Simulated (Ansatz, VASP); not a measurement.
# TiAl3 in two plane-wave programs, part 2 of 2

Aim: how closely do two programs agree when they are given the same cell, functional and k mesh? The cell is taken from a series of runs on this material, whose earlier steps may have relaxed, scaled, displaced or heated it; both programs get it as it stands.

VASP 6.6.1 and Ansatz 0.2.0.

So far: The structure; Ansatz: zone-centre phonons, PBEsol; VASP: zone-centre phonons, PBEsol.

## 3. VASP: zone-centre phonons, PBEsol (continued)

Level of this step: PBEsol; plane waves and PAW (Al, Ti_sv) (VASP).

Numbers of over 12 decimals in the logs are rounded to 6 here.

From OUTCAR (step 3):

```text
ion  position               nearest neighbor table
   1  0.500  0.500  0.000-   4 2.73   4 2.73   4 2.73   4 2.73   3 2.90   3 2.90   2 2.90   2 2.90
                             3 2.90   2 2.90   3 2.90   2 2.90
   2  0.750  0.250  0.500-   3 2.73   3 2.73   3 2.73   3 2.73   1 2.90   1 2.90   4 2.90   4 2.90
                             4 2.90   1 2.90   4 2.90   1 2.90
   3  0.250  0.750  0.500-   2 2.73   2 2.73   2 2.73   2 2.73   4 2.90   4 2.90   1 2.90   1 2.90
                             4 2.90   1 2.90   4 2.90   1 2.90
   4  0.000  0.000  0.000-   1 2.73   1 2.73   1 2.73   1 2.73   2 2.90   2 2.90   3 2.90   3 2.90
                             3 2.90   2 2.90   3 2.90   2 2.90

  LATTYP: Found a body centered tetragonal cell.
 ALAT       =     3.8633760182
 C/A-ratio  =     2.2451300243

 Subroutine GETGRP returns: Found 16 space group operations
 (whereof 16 operations were pure point group operations)

The static configuration has the point symmetry D_4h.

 Found    349 irreducible k-points:

   k-points           NKPTS =    349   k-points in BZ     NKDIM =    349   number of bands    NBANDS=     16

   dimension x,y,z NGX =    40 NGY =   40 NGZ =   40
   dimension x,y,z NGXF=    80 NGYF=   80 NGZF=   80

   ENCUT  =  500.0 eV  36.75 Ry    6.06 a.u.   9.35  9.35  9.35*2*pi/ulx,y,z

   NELECT =      21.0000    total number of electrons

 k-points in reciprocal lattice and weights: Automatic mesh
   0.00000000  0.00000000  0.00000000       0.000
   0.06250000  0.00000000 -0.00000000       0.002
   0.12500000  0.00000000 -0.00000000       0.002
   0.18750000  0.00000000 -0.00000000       0.002
   0.25000000  0.00000000 -0.00000000       0.002
   0.31250000  0.00000000 -0.00000000       0.002
   0.37500000  0.00000000 -0.00000000       0.002
   0.43750000  0.00000000 -0.00000000       0.002
   0.50000000  0.00000000 -0.00000000       0.001
[...]
-0.43750000 -0.43750000  0.43750000       0.000
   0.50000000  0.50000000  0.50000000       0.000

 average (electrostatic) potential at core
       1 -71.6720       2 -71.6013       3 -71.6013       4 -72.3661

  Total       -1.5857089     -1.5857089     -1.5956468      0.0000000     -0.0000000      0.0000000
  in kB      -39.2483671    -39.2483671    -39.4943442      0.0000000     -0.0000000      0.0000000
  external PRESSURE =     -39.3303595 kB  Pullay stress =       0.0000000 kB

  energy-cutoff  :      500.00
  volume of cell :       64.73
      direct lattice vectors                 reciprocal lattice vectors
    -1.931688009  1.931688009  4.336890747     0.000000000  0.258840971  0.115289969
     1.931688009 -1.931688009  4.336890747     0.258840971  0.000000000  0.115289969
     1.931688009  1.931688009 -4.336890747     0.258840971  0.258840971  0.000000000

 POSITION                                       TOTAL-FORCE (eV/Angst)
 -----------------------------------------------------------------------------------
      0.00000      0.00000      4.33689        -0.000000     -0.000000      0.000000
      0.00000      1.93169      2.16845         0.000000     -0.000000     -0.000000
      1.93169      0.00000      2.16845        -0.000000      0.000000      0.000000
      0.00000      0.00000      0.00000        -0.000000     -0.000000      0.000000
 -----------------------------------------------------------------------------------
    total drift:                               -0.000000     -0.000000      0.000000

 Eigenvectors and eigenvalues of the dynamical matrix
 ----------------------------------------------------

   1 f  =    9.944719 THz    62.484510 2PiTHz  331.720108 cm-1    41.128033 meV
             X         Y         Z           dx          dy          dz
      0.000000  0.000000  4.336891    -0.802027    0.009344   -0.000000
      0.000000  1.931688  2.168445     0.003199   -0.000037   -0.000000
      1.931688  0.000000  2.168445     0.003199   -0.000037    0.000000
      0.000000  0.000000  0.000000     0.597157   -0.006957    0.000000

   2 f  =    9.944719 THz    62.484510 2PiTHz  331.720108 cm-1    41.128033 meV
             X         Y         Z           dx          dy          dz
      0.000000  0.000000  4.336891     0.009344    0.802027   -0.000000
      0.000000  1.931688  2.168445    -0.000037   -0.003199    0.000000
      1.931688  0.000000  2.168445    -0.000037   -0.003199   -0.000000
      0.000000  0.000000  0.000000    -0.006957   -0.597157   -0.000000

   3 f  =    9.664827 THz    60.725899 2PiTHz  322.383928 cm-1    39.970495 meV
             X         Y         Z           dx          dy          dz
      0.000000  0.000000  4.336891     0.000000   -0.000000    0.000000
      0.000000  1.931688  2.168445    -0.699778    0.101544   -0.000000
      1.931688  0.000000  2.168445     0.699778   -0.101544    0.000000
      0.000000  0.000000  0.000000    -0.000000    0.000000   -0.000000

   4 f  =    9.664827 THz    60.725899 2PiTHz  322.383928 cm-1    39.970495 meV
             X         Y         Z           dx          dy          dz
      0.000000  0.000000  4.336891     0.000000   -0.000000   -0.000000
      0.000000  1.931688  2.168445    -0.101544   -0.699778   -0.000000
      1.931688  0.000000  2.168445     0.101544    0.699778   -0.000000
      0.000000  0.000000  0.000000    -0.000000   -0.000000    0.000000

   5 f  =    9.172293 THz    57.631217 2PiTHz  305.954762 cm-1    37.933539 meV
             X         Y         Z           dx          dy          dz
      0.000000  0.000000  4.336891    -0.000000   -0.000000   -0.373315
      0.000000  1.931688  2.168445     0.000000   -0.000000    0.538908
      1.931688  0.000000  2.168445     0.000000   -0.000000    0.538908
      0.000000  0.000000  0.000000     0.000000   -0.000000   -0.528954

   6 f  =    7.312098 THz    45.943264 2PiTHz  243.905322 cm-1    30.240392 meV
             X         Y         Z           dx          dy          dz
      0.000000  0.000000  4.336891    -0.000000   -0.000000    0.000000
      0.000000  1.931688  2.168445    -0.000000    0.000000    0.707107
      1.931688  0.000000  2.168445    -0.000000   -0.000000   -0.707107
      0.000000  0.000000  0.000000    -0.000000    0.000000   -0.000000

   7 f  =    6.377720 THz    40.072398 2PiTHz  212.737847 cm-1    26.376120 meV
             X         Y         Z           dx          dy          dz
      0.000000  0.000000  4.336891     0.111862    0.367189   -0.000000
      0.000000  1.931688  2.168445    -0.157056   -0.515537    0.000000
      1.931688  0.000000  2.168445    -0.157056   -0.515537   -0.000000
      0.000000  0.000000  0.000000     0.151922    0.498687   -0.000000

   8 f  =    6.377720 THz    40.072398 2PiTHz  212.737847 cm-1    26.376120 meV
             X         Y         Z           dx          dy          dz
      0.000000  0.000000  4.336891    -0.367189    0.111862   -0.000000
      0.000000  1.931688  2.168445     0.515537   -0.157056    0.000000
      1.931688  0.000000  2.168445     0.515537   -0.157056   -0.000000
      0.000000  0.000000  0.000000    -0.498687    0.151922   -0.000000

   9 f  =    5.732257 THz    36.016834 2PiTHz  191.207520 cm-1    23.706700 meV
             X         Y         Z           dx          dy          dz
      0.000000  0.000000  4.336891     0.000000    0.000000   -0.806734
      0.000000  1.931688  2.168445    -0.000000   -0.000000    0.010486
      1.931688  0.000000  2.168445    -0.000000   -0.000000    0.010486
      0.000000  0.000000  0.000000     0.000000    0.000000    0.590729

  10 f/i=    0.001457 THz     0.009156 2PiTHz    0.048609 cm-1     0.006027 meV
             X         Y         Z           dx          dy          dz
      0.000000  0.000000  4.336891     0.027073   -0.456718    0.000000
      0.000000  1.931688  2.168445     0.027087   -0.456958    0.000000
      1.931688  0.000000  2.168445     0.027087   -0.456958    0.000000
      0.000000  0.000000  0.000000     0.036071   -0.608511    0.000000

  11 f/i=    0.001457 THz     0.009156 2PiTHz    0.048609 cm-1     0.006027 meV
             X         Y         Z           dx          dy          dz
      0.000000  0.000000  4.336891    -0.456718   -0.027073    0.000000
      0.000000  1.931688  2.168445    -0.456958   -0.027087    0.000000
      1.931688  0.000000  2.168445    -0.456958   -0.027087    0.000000
      0.000000  0.000000  0.000000    -0.608511   -0.036071    0.000000

  12 f/i=    0.003121 THz     0.019612 2PiTHz    0.104117 cm-1     0.012909 meV
             X         Y         Z           dx          dy          dz
      0.000000  0.000000  4.336891     0.000000   -0.000000   -0.458057
      0.000000  1.931688  2.168445     0.000000   -0.000000   -0.457677
      1.931688  0.000000  2.168445     0.000000   -0.000000   -0.457677
      0.000000  0.000000  0.000000     0.000000   -0.000000   -0.609301

 ELASTIC MODULI CONTR FROM IONIC RELAXATION (kBar)
 Direction    XX          YY          ZZ          XY          YZ          ZX
 --------------------------------------------------------------------------------
 XX          -3.4753      3.4753      0.0000      0.0000     -0.0000      0.0000
 YY           3.4753     -3.4753      0.0000      0.0000      0.0000     -0.0000
 ZZ           0.0000      0.0000      0.0000      0.0000      0.0000      0.0000
 XY           0.0000      0.0000      0.0000      0.0000      0.0000      0.0000
 YZ          -0.0000      0.0000      0.0000      0.0000    -16.8219     -0.0000
 ZX           0.0000     -0.0000      0.0000      0.0000     -0.0000    -19.1131
 --------------------------------------------------------------------------------
```

## 4. Comparison

Known differences besides the potentials themselves: the cutoff is 420 eV in Ansatz and 500 eV in VASP; Ansatz makes its cores anew for this functional, VASP keeps those of its PBE data sets. Total energies have different zeros and are not compared.

The two programs side by side:

| quantity | Ansatz | VASP | difference |
| --- | --- | --- | --- |
| optical mode 1 (cm⁻¹) | 190.8 | 191.2 | -0.20 % |
| optical mode 2 to 3 (cm⁻¹) | 212.2 | 212.7 | -0.25 % |
| optical mode 4 (cm⁻¹) | 243.3 | 243.9 | -0.25 % |
| optical mode 5 (cm⁻¹) | 304.9 | 306.0 | -0.35 % |
| optical mode 6 to 7 (cm⁻¹) | 321.2 | 322.4 | -0.35 % |
| optical mode 8 to 9 (cm⁻¹) | 331.2 | 331.7 | -0.15 % |

Modes are paired by rising frequency, not by their patterns, so a pair may set unlike modes beside each other; they are those without the splitting of longitudinal modes.

## 5. Summary of results

| Property | Result |
| --- | --- |
| r.m.s. difference of the optical zone-centre modes, each program's sorted by frequency (zone-centre phonons, PBEsol) | 0.76 cm⁻¹ |

What this shows: The r.m.s. difference of the optical zone-centre modes, each program's sorted by frequency is 0.76 cm⁻¹ (zone-centre phonons, PBEsol). Such differences can come from data sets, numerical settings and the points named under the comparisons, not from the functional's error against experiment.

[Lines on the potential files, build, host, timing and source positions are cut from VASP's logs without a mark.]

[Logs are printed without paths, hosts, clocks, repeated set-up lines and the standing remarks that a program may print on its own settings, such as how far it seeks lower states.]

[Hosts, paths, dates, database ids (printed as entryN), source tags and the programs' standing remarks are cut or masked in the printed files.]
